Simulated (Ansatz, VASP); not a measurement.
**Hf (Hafnium): VASP beside Ansatz**

Aim: how closely do two programs agree when they are given the same cell, functional and k mesh? The cell is taken from a series of runs on this material, whose earlier steps may have relaxed, scaled, displaced or heated it; both programs get it as it stands.

Program: Ansatz 0.2.0. Level of theory: plane waves, with VASP 6.6.1 beside it; zone-centre phonons at PBEsol. Results are calculated unless marked as measured.

## Step 1: The starting structure

The structure is hexagonal, space group P6_3/mmc (No. 194). Conventional cell: a = 3.203 Å, b = 3.203 Å, c = 5.057 Å, α = 90.00°, β = 90.00°, γ = 120.00°. Nearest to Hf lie 12 Hf at 3.13 to 3.20 Å.

## Step 2: VASP: zone-centre phonons, PBEsol

Second derivatives magnify differences that forces hide, and they need a tight electronic threshold.

Lines of VASP's logs that name or quote its potential files are left out, and so is its time.

The input, INCAR:

```
SYSTEM = Hf
PREC = Accurate
ENCUT = 500
EDIFF = 1E-08
NELM = 120
ISMEAR = 1
SIGMA = 0.2
LREAL = .FALSE.
ALGO = Normal
GGA = PS
NBANDS = 16
LASPH = .TRUE.
LORBIT = 11
LWAVE = .FALSE.
LCHARG = .FALSE.
ISIF = 2
IBRION = 8
GGA_COMPAT = .FALSE.
KPAR = 2
```

The input, POSCAR:

```
Hf
1.0
    3.2032085779      0.0000000000      0.0000000000
   -1.6016042889      2.7740600021      0.0000000000
    0.0000000000      0.0000000000      5.0573335534
Hf
2
Direct
    0.3333333334      0.6666666668      0.2500000000
    0.6666666668      0.3333333334      0.7500000000
```

The input, KPOINTS:

```
Automatic mesh
0
Gamma
15 15 8
0 0 0
```

Potentials, in the order of the species: Hf_pv (PBE family, release 64).

On the command line:

```sh
mpirun -np 2 vasp_std
```

Numbers of over 12 decimals in the logs are rounded to 6 here.

What it wrote:

```text
[banner, memory and clock lines left out]
running    2 mpi-ranks, on    1 nodes
 distrk:  each k-point on    1 cores,    2 groups
 distr:  one band on    1 cores,    1 groups

 POSCAR found type information on POSCAR Hf
 POSCAR found :  1 types and       2 ions
|                                                                             |
|               ----> ADVICE to this user running VASP <----                  |
|                                                                             |
|     You enforced a specific xc type in the INCAR file but a different       |
|     [... a line on the potential file left out ...]
|     I HOPE YOU KNOW WHAT YOU ARE DOING!                                     |
|                                                                             |

 LDA part: xc-table for (Slater+PW92), standard interpolation
 POSCAR, INCAR and KPOINTS ok, starting setup
 FFT: planning ... GRIDC
 FFT: planning ... GRID_SOFT
 FFT: planning ... GRID
 WAVECAR not read
 entering main loop
       N       E                     dE             d eps       ncg     rms          rms(c)
DAV:   1     0.461048179349E+02    0.46105E+02   -0.11310E+04  4328   0.115E+03
DAV:   2    -0.201880801303E+02   -0.66293E+02   -0.64774E+02  5704   0.247E+02
DAV:   3    -0.217716234289E+02   -0.15835E+01   -0.15781E+01  5736   0.266E+01
DAV:   4    -0.217841744885E+02   -0.12551E-01   -0.12549E-01  5304   0.289E+00
DAV:   5    -0.217843367176E+02   -0.16223E-03   -0.16221E-03  5808   0.271E-01    0.652E+01
DAV:   6    -0.211940216266E+02    0.59032E+00   -0.55063E-01  5224   0.486E+00    0.385E+01
DAV:   7    -0.209894488137E+02    0.20457E+00   -0.90063E-01  5312   0.597E+00    0.186E+00
DAV:   8    -0.209783083120E+02    0.11141E-01   -0.57539E-02  4968   0.163E+00    0.326E-01
DAV:   9    -0.209784093883E+02   -0.10108E-03   -0.11895E-03  5968   0.254E-01    0.195E-01
DAV:  10    -0.209783988896E+02    0.10499E-04   -0.46330E-05  5136   0.483E-02    0.187E-01
DAV:  11    -0.209784002838E+02   -0.13942E-05   -0.44926E-06  5880   0.151E-02    0.111E-02
DAV:  12    -0.209784003640E+02   -0.80218E-07   -0.39043E-07  5120   0.418E-03    0.380E-03
DAV:  13    -0.209784003095E+02    0.54502E-07   -0.13096E-08  4384   0.906E-04    0.170E-03
DAV:  14    -0.209784002869E+02    0.22656E-07   -0.12922E-09  3152   0.300E-04    0.203E-04
DAV:  15    -0.209784002843E+02    0.25518E-08   -0.18634E-10  2880   0.110E-04
   1 F= -.20978400E+02 E0= -.20979814E+02  d E =0.424178E-02
 Linear response reoptimize wavefunctions to high precision
DAV:   1    -0.209784002835E+02    0.80286E-09   -0.38570E-11  3040   0.517E-05
DAV:   2    -0.209784002835E+02   -0.27285E-11   -0.80497E-12  2712   0.229E-05
 Linear response DOF=           2
 Linear response progress:
  Degree of freedom:   1/  2
       N       E                     dE             d eps       ncg     rms          rms(c)
RMM:   1    -0.202733774652E+00   -0.20273E+00    0.45542E+00 18599   0.120E+01
RMM:   2    -0.208808665440E+00   -0.60749E-02   -0.38149E-02 27753   0.122E+00    0.567E-01
RMM:   3    -0.207947644683E+00    0.86102E-03   -0.45884E-03 34749   0.270E-01    0.123E-01
RMM:   4    -0.207568526756E+00    0.37912E-03   -0.51678E-04 41220   0.934E-02    0.185E-01
RMM:   5    -0.207121105803E+00    0.44742E-03   -0.47279E-05 37793   0.422E-02    0.168E-02
RMM:   6    -0.207028851077E+00    0.92255E-04   -0.16850E-05 42722   0.154E-02    0.315E-02
RMM:   7    -0.207032380200E+00   -0.35291E-05   -0.21093E-05 38375   0.707E-03    0.439E-02
RMM:   8    -0.207022651491E+00    0.97287E-05    0.63920E-06 39319   0.339E-03    0.613E-03
RMM:   9    -0.207022473168E+00    0.17832E-06   -0.65057E-06 42544   0.901E-04    0.226E-03
RMM:  10    -0.207022734813E+00   -0.26164E-06   -0.27992E-06 41352   0.315E-04    0.274E-04
RMM:  11    -0.207023111569E+00   -0.37676E-06   -0.14506E-06 41051   0.198E-04    0.711E-04
RMM:  12    -0.207023066197E+00    0.45373E-07   -0.84993E-07 42259   0.125E-04    0.879E-05
RMM:  13    -0.207023116400E+00   -0.50203E-07   -0.52326E-07 40215   0.942E-05    0.706E-05
RMM:  14    -0.207023136667E+00   -0.20267E-07   -0.35162E-07 39674   0.794E-05    0.177E-05
[...]
RMM:  23    -0.207023161127E+00    0.52303E-09   -0.18544E-07 18957   0.656E-05    0.338E-07
RMM:  24    -0.207023160780E+00    0.34645E-09   -0.18353E-07 18370   0.656E-05    0.342E-07
RMM:  25    -0.207023160812E+00   -0.31884E-10   -0.18383E-07 17789   0.656E-05    0.193E-07
RMM:  26    -0.207023160849E+00   -0.36568E-10   -0.18372E-07 17289   0.656E-05    0.294E-07
RMM:  27    -0.207023160819E+00    0.29153E-10   -0.18357E-07 16892   0.656E-05    0.256E-07
RMM:  28    -0.207023160872E+00   -0.52948E-10   -0.18377E-07 16537   0.656E-05    0.254E-07
RMM:  29    -0.207023160901E+00   -0.28550E-10   -0.18241E-07 16144   0.656E-05    0.200E-07
RMM:  30    -0.207023160805E+00    0.95586E-10   -0.18061E-07 15730   0.656E-05    0.227E-07
 first order change of Fermi-energy  -0.22831E-05
 force on displaced ion       1 direction 1 :  -2.100  -0.000   0.000
 Linear response progress:
  Degree of freedom:   2/  2
       N       E                     dE             d eps       ncg     rms          rms(c)
RMM:   1    -0.243068585983E+00   -0.24307E+00    0.47963E+00  6438   0.124E+01
RMM:   2    -0.253770725044E+00   -0.10702E-01   -0.44277E-02  9575   0.126E+00    0.711E-01
RMM:   3    -0.252944246314E+00    0.82648E-03   -0.36914E-03 11296   0.285E-01    0.194E-01
RMM:   4    -0.252739873136E+00    0.20437E-03   -0.62425E-04 13335   0.100E-01    0.201E-01
RMM:   5    -0.252425570219E+00    0.31430E-03   -0.73600E-05 12925   0.446E-02    0.453E-02
RMM:   6    -0.252307531272E+00    0.11804E-03    0.31971E-05 11686   0.203E-02    0.450E-02
RMM:   7    -0.252329683119E+00   -0.22152E-04   -0.10840E-05 12768   0.632E-03    0.199E-02
RMM:   8    -0.252334700706E+00   -0.50176E-05    0.11592E-05 13328   0.318E-03    0.443E-03
RMM:   9    -0.252323943041E+00    0.10758E-04    0.61516E-07 13214   0.188E-03    0.209E-03
RMM:  10    -0.252323115493E+00    0.82755E-06    0.21768E-06 13461   0.589E-04    0.559E-04
RMM:  11    -0.252323154835E+00   -0.39342E-07   -0.13868E-07 13616   0.294E-04    0.108E-04
RMM:  12    -0.252322918448E+00    0.23639E-06    0.10919E-06 13972   0.157E-04    0.644E-05
RMM:  13    -0.252322975653E+00   -0.57205E-07    0.93190E-08 13179   0.120E-04    0.202E-05
RMM:  14    -0.252322967615E+00    0.80381E-08    0.16758E-07 13750   0.104E-04    0.100E-05
RMM:  15    -0.252322994608E+00   -0.26993E-07   -0.18334E-07 12341   0.960E-05    0.257E-06
RMM:  16    -0.252322966569E+00    0.28039E-07    0.10288E-07 10256   0.928E-05    0.102E-06
RMM:  17    -0.252322976200E+00   -0.96308E-08   -0.17087E-08  8638   0.913E-05    0.104E-06
 first order change of Fermi-energy  -0.15656E-03
 force on displaced ion       1 direction 3 :  -0.000   0.000  -2.559
 Linear response finished
```

OUTCAR, selected parts (step 2):

```text
ion  position               nearest neighbor table
   1  0.333  0.667  0.250-   2 3.13   2 3.13   2 3.13   2 3.13   2 3.13   2 3.13
   2  0.667  0.333  0.750-   1 3.13   1 3.13   1 3.13   1 3.13   1 3.13   1 3.13

  LATTYP: Found a hexagonal cell.
 ALAT       =     3.2032085779
 C/A-ratio  =     1.5788336696

 Subroutine GETGRP returns: Found 24 space group operations
 (whereof 12 operations were pure point group operations)

The static configuration has the point symmetry D_3d.
 The point group associated with its full space group is D_6h.

 Found    135 irreducible k-points:

   k-points           NKPTS =    135   k-points in BZ     NKDIM =    135   number of bands    NBANDS=     16

   dimension x,y,z NGX =    24 NGY =   24 NGZ =   40
   dimension x,y,z NGXF=    48 NGYF=   48 NGZF=   80

   ENCUT  =  500.0 eV  36.75 Ry    6.06 a.u.   5.84  5.84  9.22*2*pi/ulx,y,z

   NELECT =      20.0000    total number of electrons

 k-points in reciprocal lattice and weights: Automatic mesh
   0.00000000  0.00000000  0.00000000       0.001
   0.06666667  0.00000000  0.00000000       0.003
   0.13333333  0.00000000  0.00000000       0.003
   0.20000000  0.00000000  0.00000000       0.003
   0.26666667  0.00000000  0.00000000       0.003
   0.33333333 -0.00000000  0.00000000       0.003
   0.40000000  0.00000000  0.00000000       0.003
   0.46666667 -0.00000000  0.00000000       0.003
   0.06666667  0.06666667  0.00000000       0.003
[...]
0.33333333  0.26666667  0.50000000       0.007
   0.33333333  0.33333333  0.50000000       0.001

 average (electrostatic) potential at core
       1 -37.2295       2 -37.2295

  Total       -1.2705638     -1.2705638     -1.2966698     -0.0000000      0.0000000      0.0000000
  in kB      -45.2985595    -45.2985595    -46.2292983     -0.0000000      0.0000000      0.0000000
  external PRESSURE =     -45.6088058 kB  Pullay stress =       0.0000000 kB

  energy-cutoff  :      500.00
  volume of cell :       44.94
      direct lattice vectors                 reciprocal lattice vectors
     3.203208578  0.000000000  0.000000000     0.312186976  0.180241235  0.000000000
    -1.601604289  2.774060002  0.000000000     0.000000000  0.360482469  0.000000000
     0.000000000  0.000000000  5.057333553     0.000000000  0.000000000  0.197732657

 POSITION                                       TOTAL-FORCE (eV/Angst)
 -----------------------------------------------------------------------------------
      0.00000      1.84937      1.26433         0.000000      0.000000      0.000000
      1.60160      0.92469      3.79300        -0.000000     -0.000000      0.000000
 -----------------------------------------------------------------------------------
    total drift:                               -0.000000     -0.000000      0.000000

 Eigenvectors and eigenvalues of the dynamical matrix
 ----------------------------------------------------

   1 f  =    2.647008 THz    16.631644 2PiTHz   88.294697 cm-1    10.947142 meV
             X         Y         Z           dx          dy          dz
      0.000000  1.849373  1.264333    -0.000000    0.000000    0.707107
      1.601604  0.924687  3.793000     0.000000    0.000000   -0.707107

   2 f  =    2.398318 THz    15.069077 2PiTHz   79.999279 cm-1     9.918642 meV
             X         Y         Z           dx          dy          dz
      0.000000  1.849373  1.264333     0.404668    0.579866    0.000000
      1.601604  0.924687  3.793000    -0.404668   -0.579866    0.000000

   3 f  =    2.398318 THz    15.069077 2PiTHz   79.999279 cm-1     9.918642 meV
             X         Y         Z           dx          dy          dz
      0.000000  1.849373  1.264333    -0.579866    0.404668   -0.000000
      1.601604  0.924687  3.793000     0.579866   -0.404668    0.000000

   4 f  =    0.000000 THz     0.000000 2PiTHz    0.000001 cm-1     0.000000 meV
             X         Y         Z           dx          dy          dz
      0.000000  1.849373  1.264333     0.340032   -0.619983   -0.000000
      1.601604  0.924687  3.793000     0.340032   -0.619983    0.000000

   5 f  =    0.000000 THz     0.000000 2PiTHz    0.000000 cm-1     0.000000 meV
             X         Y         Z           dx          dy          dz
      0.000000  1.849373  1.264333    -0.000000    0.000000    0.707107
      1.601604  0.924687  3.793000     0.000000    0.000000    0.707107

   6 f/i=    0.000000 THz     0.000000 2PiTHz    0.000000 cm-1     0.000000 meV
             X         Y         Z           dx          dy          dz
      0.000000  1.849373  1.264333    -0.619983   -0.340032    0.000000
      1.601604  0.924687  3.793000    -0.619983   -0.340032    0.000000

 ELASTIC MODULI CONTR FROM IONIC RELAXATION (kBar)
 Direction    XX          YY          ZZ          XY          YZ          ZX
 --------------------------------------------------------------------------------
 XX        -133.8461    133.8461      0.0000     -0.0000      0.0000     -0.0000
 YY         133.8461   -133.8461     -0.0000     -0.0000      0.0000     -0.0000
 ZZ           0.0000     -0.0000     -0.0000     -0.0000      0.0000      0.0000
 XY          -0.0000     -0.0000     -0.0000   -133.8461      0.0000      0.0000
 YZ           0.0000      0.0000      0.0000      0.0000      0.0000      0.0000
 ZX          -0.0000     -0.0000      0.0000      0.0000      0.0000     -0.0000
 --------------------------------------------------------------------------------
```

(Continued in part 2 of 2.)

[Lines on the potential files, build, host, timing and source positions are cut from VASP's logs without a mark.]

[Logs are printed without paths, hosts, clocks, repeated set-up lines and the standing remarks that a program may print on its own settings, such as how far it seeks lower states.]

[Hosts, paths, dates, database ids (printed as entryN), source tags and the programs' standing remarks are cut or masked in the printed files.]
